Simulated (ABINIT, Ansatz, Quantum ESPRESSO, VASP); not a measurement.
## One structure in several programs: PbF2 (Fm-3m, 3 atoms in the cell)

Self-consistent single point, at a second geometry (lattice scaled by 0.98). First geometry:

```
CELL_PARAMETERS angstrom
      0.00000     2.97000     2.97000
      2.97000     0.00000     2.97000
      2.97000     2.97000     0.00000
ATOMIC_POSITIONS crystal
  Pb 0.00000 0.00000 0.00000
  F  0.25000 0.25000 0.25000
  F  0.75000 0.75000 0.75000
```

Shared settings, as Ansatz (a quantum-chemistry and plane-wave program) writes them: kpoints.mp_grid.grid = 7 7 7; scf.occupations.method = fermi_dirac; scf.occupations.width = 0.0015 Ry. Potentials and cutoffs stand in the table.

```csv
code,model,ΔF from the first geometry (meV/atom),pressure (GPa),gap on the mesh (eV),cutoff
Ansatz,"PBE, default PAW files",30.2,7.07,4.440,default
ABINIT,"PBE, PAW (JTH v2.0 PBE PAW)",30.4,7.08,4.439,653 eV
VASP,"PBE, VASP's PBE PAW potentials (set 64)",30.5,-0.03,4.453,400 eV
Quantum ESPRESSO,"PBE, SSSP 1.1.2 efficiency (PBE) pseudopotentials",31.1,7.58,4.436,55 Ry
```

For VASP (by 7.3 GPa) the energy change implies a higher mean pressure, against the two pressures, than for the other programs: a sign of finite-basis (Pulay) stress.

Gaps are read on the mesh.

On Ansatz's run: spin-orbit coupling is off.

The spread over the programs that give each value: ΔF from the first geometry within 0.9 meV/atom; pressure within 7.61 GPa; gap on the mesh within 0.017 eV.

Ansatz's pressure is given at a fixed set of plane waves, as the other plane-wave codes print theirs; with its correction for the finite basis it is 7.54 GPa (the shift of 0.48 GPa shows how far the cutoff is from converged). In the pressure, VASP (by 7.10) lies more than 1 GPa from the median of the plane-wave programs.

VASP's run is marked for a possible Pulay error in its stress at this cutoff; no cutoff test was made.

The starting cell has typed, rounded lattice constants, without a prior relaxation at this level. For this run, on top of that: lattice scaled by 0.98.

Left out of this page: GPAW, CP2K, FLEUR and SIESTA (not drawn, or without a comparable value); Elk (unsound by tests on forces, stress, charge or solver warnings).

Keys are those of Ansatz 0.2.
